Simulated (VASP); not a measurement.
Set up this calculation in VASP 6.6.1, as the native input.

| Quantity | Value |
| --- | --- |
| Task | electron localisation function |
| Functional | PBE |
| Potentials or basis | VASP PAW PBE potentials, release 64 (Br, Si) |
| Cutoff | 520 eV |
| k mesh | 1 × 1 × 1 |
| Occupations | gaussian, width 0.01 eV |
| Spin | no spin polarisation |
| Further INCAR settings | ALGO = Fast; EDIFF = 1e-06 |

The structure of Br2Si lies in POSCAR:

```
SiBr2
1.0
   11.0000000000      0.0000000000      0.0000000000
    0.0000000000     13.0000000000      0.0000000000
    0.0000000000      0.0000000000     11.0000000000
Br Si
2 1
Direct
    0.5805045500      0.6221807700      0.5506954500
    0.4722227300      0.3810500000      0.4617227300
    0.4218590900      0.5486115400      0.4554863600
```

The input as run:

INCAR

```
SYSTEM = SiBr2
ALGO = Fast ; EDIFF = 1E-6
ENCUT = 520 ; GGA = PE
ISIF = 2 ; ISMEAR = 0
LASPH = .TRUE. ; LCHARG = .TRUE.
LELF = .TRUE. ; LREAL = .FALSE.
LWAVE = .FALSE. ; NELM = 60
PREC = Accurate ; SIGMA = 0.01
```

KPOINTS

```
k-points
0
G
  1 1 1
  0 0 0
```

Potentials or basis: VASP PAW PBE potentials, release 64 (Br, Si).

Launch:

```console
$ cat potpaw_PBE.64/Br/POTCAR potpaw_PBE.64/Si/POTCAR > POTCAR
$ mpirun -np 1 vasp_gam > vasp.out
```

Results of the run:

```yaml
Largest_force: 0.257 eV/Å
Gap_between_the_frontier_levels: 2.72 eV
```

Run time: 2.5 min on 1 thread of Intel(R) Xeon(R) Platinum 8488C (Sapphire Rapids) (shared host), peak memory 1.2 GiB.
